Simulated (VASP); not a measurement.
Level of theory: PBEsol GGA, VASP's PBE PAW potentials (set 64) (plane waves; VASP).

A VASP calculation is set up with these files.

INCAR:
```
! general
SYSTEM  = IrPd3
PREC    = Accurate
ENCUT   = 400
LREAL   = .FALSE.
LASPH   = .TRUE.
ICHARG  = 11

! electronic loop
EDIFF   = 1E-7
NELM    = 100
ALGO    = Normal
LMAXMIX = 6

! smearing
ISMEAR  = 0
SIGMA   = 0.05

! functional
GGA     = PS

! output
LWAVE   = .FALSE.
LCHARG  = .FALSE.
LORBIT  = 11
```

File KPOINTS:
```
k-points along high-symmetry lines
8
Line-mode
Reciprocal
  0.000000   0.000000   0.000000 ! GAMMA
 -0.500000  -0.500000   0.000000 ! Y

 -0.500000  -0.500000   0.000000 ! Y
 -0.625000  -0.375000   0.000000 ! C_0

 -0.375000   0.375000   0.000000 ! SIGMA_0
  0.000000   0.000000   0.000000 ! GAMMA

  0.000000   0.000000   0.000000 ! GAMMA
  0.500000   0.500000   0.500000 ! Z

  0.500000   0.500000   0.500000 ! Z
  0.125000   0.875000   0.500000 ! A_0

 -0.125000   0.125000   0.500000 ! E_0
  0.000000   0.000000   0.500000 ! T

  0.000000   0.000000   0.500000 ! T
 -0.500000  -0.500000   0.000000 ! Y

  0.000000   0.000000   0.000000 ! GAMMA
 -0.500000   0.000000   0.000000 ! S

 -0.500000   0.000000   0.000000 ! S
  0.000000   0.500000   0.500000 ! R

  0.000000   0.500000   0.500000 ! R
  0.500000   0.500000   0.500000 ! Z

  0.500000   0.500000   0.500000 ! Z
  0.000000   0.000000   0.500000 ! T
```

POSCAR:
```
IrPd3
1
    0.0191600796     3.8547970756     3.8503847377
    3.8547970756     0.0191600796     3.8503847377
    1.9369785775     1.9369785775     0.0000000000
Pd Ir
3 1
Direct
  0.0000000000   1.0000000000   0.0000000000
  0.0000000000   0.5000000000   0.0000000000
  0.5000000000   0.0000000000   1.0000000000
  0.5000000000   0.5000000000   1.0000000000
```

POTCAR, in this order: Pd Ir (PBE.64 set). Program: vasp_std. Read from the step before: CHGCAR.

What VASP printed:

OSZICAR:
```
       N       E                     dE             d eps       ncg     rms          rms(c)
DAV:   1     0.252884042882E+03    0.25288E+03   -0.16464E+04  4056   0.133E+03
DAV:   2    -0.157051915442E+02   -0.26859E+03   -0.25981E+03  4559   0.359E+02
DAV:   3    -0.250159684350E+02   -0.93108E+01   -0.88671E+01  5114   0.645E+01
DAV:   4    -0.252701287733E+02   -0.25416E+00   -0.25163E+00  4541   0.109E+01
DAV:   5    -0.252785514951E+02   -0.84227E-02   -0.84202E-02  5088   0.192E+00
DAV:   6    -0.252788132208E+02   -0.26173E-03   -0.26172E-03  5526   0.334E-01
DAV:   7    -0.252788186801E+02   -0.54592E-05   -0.54598E-05  5196   0.390E-02
DAV:   8    -0.252788189166E+02   -0.23653E-06   -0.23513E-06  4039   0.625E-03
DAV:   9    -0.252788189266E+02   -0.99985E-08   -0.10216E-07  3229   0.129E-03
   1 F= -.25278819E+02 E0= -.25276594E+02  d E =-.444985E-02
```

**OUTCAR**
```
 val. band max:       10.3598109971   @ k =  -0.0714   0.0000   0.0000

 cond. band min:      10.3740809569   @ k =   0.2143   0.2143   0.2143



 k-point     1 :       0.0000    0.0000    0.0000
  band No.  band energies     occupation
      1       1.5465      2.00000
      2       3.7841      2.00000
      3       3.9839      2.00000
      4       4.0762      2.00000
      5       4.3946      2.00000
      6       6.7266      2.00000
      7       6.7605      2.00000
      8       6.8120      2.00000
      9       6.8864      2.00000
     10       6.8971      2.00000
     11       6.9355      2.00000
     12       7.0003      2.00000
     13       8.7003      2.00000
     14       8.7785      2.00000
     15       9.8946      2.00000
     16       9.9167      2.00000
     17      10.1107      2.00000
     18      10.5419      0.00000
     19      10.6113      0.00000
     20      10.6430      0.00000
     21      10.7166      0.00000
     22      10.7454      0.00000
     23      11.0611      0.00000

 k-point     2 :      -0.0714   -0.0714    0.0000
  band No.  band energies     occupation
      1       1.6109      2.00000
      2       3.8210      2.00000
      3       4.0181      2.00000
      4       4.1179      2.00000
      5       4.4236      2.00000
      6       6.7602      2.00000
      7       6.7947      2.00000
      8       6.7951      2.00000
      9       6.8569      2.00000
     10       6.9166      2.00000
     11       6.9616      2.00000
     12       6.9760      2.00000
     13       8.7129      2.00000
     14       8.7310      2.00000
     15       9.5608      2.00000
     16       9.8603      2.00000
     17       9.8872      2.00000
     18      10.0592      2.00000
     19      10.5777      0.00000
     20      10.6809      0.00000
     21      10.9402      0.00000
     22      10.9859      0.00000
     23      11.3065      0.00000

 k-point     3 :      -0.1429   -0.1429    0.0000
  band No.  band energies     occupation
...
```

The density is held fixed in this step, so its total energy and stress have no physical meaning. Unless said otherwise, spin-orbit coupling is left out, though it shifts the bands of the heavy elements here.

The structure was generated: IrPd3 was put into an ordered model structure (Cmmm), which need not be its known phase. It was relaxed first. The electron count is odd and the run is not spin-polarised, which forces a metal. VASP warned that the highest band is occupied, so more bands are needed.
